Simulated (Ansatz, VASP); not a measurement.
# Two plane-wave programs on Sn11GeO24 (a cell with a defect) (Cassiterite)

```
Ge Sn O
1.0
     4.73800    4.73800    0.00000
    -4.73800    4.73800    0.00000
     0.00000    0.00000    9.55950
Ge Sn O
1 11 24
Direct
  0.00000 0.00000 0.00000
  0.00000 0.00000 0.32837
  0.00000 0.00000 0.67163
  0.50000 0.50000 0.00000
  0.50000 0.50000 0.33270
  0.50000 0.50000 0.66730
  0.50000 0.00000 0.16399
  0.50000 0.00000 0.50000
  0.50000 0.00000 0.83601
  0.00000 0.50000 0.16366
  0.00000 0.50000 0.50000
  0.00000 0.50000 0.83634
  0.29499 0.00000 0.00000
  0.30549 0.00000 0.33229
  0.30549 0.00000 0.66771
  0.80359 0.50000 0.00000
  0.80677 0.50000 0.33118
  0.80677 0.50000 0.66882
  0.50000 0.30523 0.16641
  0.50000 0.30606 0.50000
  0.50000 0.30523 0.83359
  0.00000 0.81263 0.15382
  0.00000 0.80636 0.50000
  0.00000 0.81263 0.84618
  0.70501 0.00000 0.00000
  0.69451 0.00000 0.33229
  0.69451 0.00000 0.66771
  0.19641 0.50000 0.00000
  0.19323 0.50000 0.33118
  0.19323 0.50000 0.66882
  0.50000 0.69477 0.16641
  0.50000 0.69394 0.50000
  0.50000 0.69477 0.83359
  0.00000 0.18737 0.15382
  0.00000 0.19364 0.50000
  0.00000 0.18737 0.84618
```

Alike in both runs: functional PBE; k mesh 3 × 3 × 2; occupations fermi-dirac, width 0.01 eV; no spin polarisation.

Ansatz relaxed the structure, and its values are those at the end. VASP's run is a single point on that final structure, the one shown.

|  | VASP | Ansatz |
| --- | --- | --- |
| version | VASP 6.6.1 | Ansatz 0.2.0 |
| potentials or method | VASP PAW PBE potentials, release 64 (Ge_d, Sn_d, O) | plane-wave PAW, scalar-relativistic |
| plane-wave cutoff (eV) | 520 | 420 |
| valence electrons in the cell | 312 | 312 |

|  | VASP | Ansatz | Ansatz less VASP |
| --- | --- | --- | --- |
| gap on the k mesh at the Fermi level (eV) | 0.97 | 0.98 | +0.011 |
| pressure (GPa) | 7.2 | 6.5 | -0.63 |
| rms of the force components (eV/Å) | 0.010 | 0.003 | -0.0070 |

The functional is the same, so the differences come from potentials, cutoffs and numerics. Ansatz warned: «gradients_without_spin_orbit».

Caveats: spin-orbit coupling is left out, which moves the levels of the heavy elements.
